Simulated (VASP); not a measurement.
Input:

```
YP
1.0
    0.00000     3.11250     3.11250
    3.11250     0.00000     3.11250
    3.11250     3.11250     0.00000
Y P
1 1
Cartesian
  6.22500   3.11250   3.11250
  1.55625   1.55625   1.55625
```

All values below come from PBEsol GGA, VASP's PBE PAW potentials (set 64) (plane waves; VASP). Numerical set-up: 400 eV cut-off, Gaussian smearing of 0.050 eV, potentials Y_sv P.

Task: Give the energies of bands 6 to 11 at the high-symmetry points, in eV from the valence-band maximum.

Result: 
```
band      Γ      X      U      L      W
----  -----  -----  -----  -----  -----
6     -0.88  -2.13  -1.70  -1.77  -1.35
7     -0.88   0.00  -0.66  -0.56  -1.11
8     -0.88   0.00  -0.15  -0.56  -0.03
9      2.92   1.51   1.71   3.56   1.55
10     3.38   3.47   3.58   3.80   3.19
11     3.38   4.58   3.69   3.80   4.30
```

The gap is direct, 1.51 eV, from the valence maximum at X to the conduction minimum at X.

The structure was generated: YP was put into the zinc blende type (F-43m), which need not be its known phase. It was relaxed first, which changed the volume by -25 %.
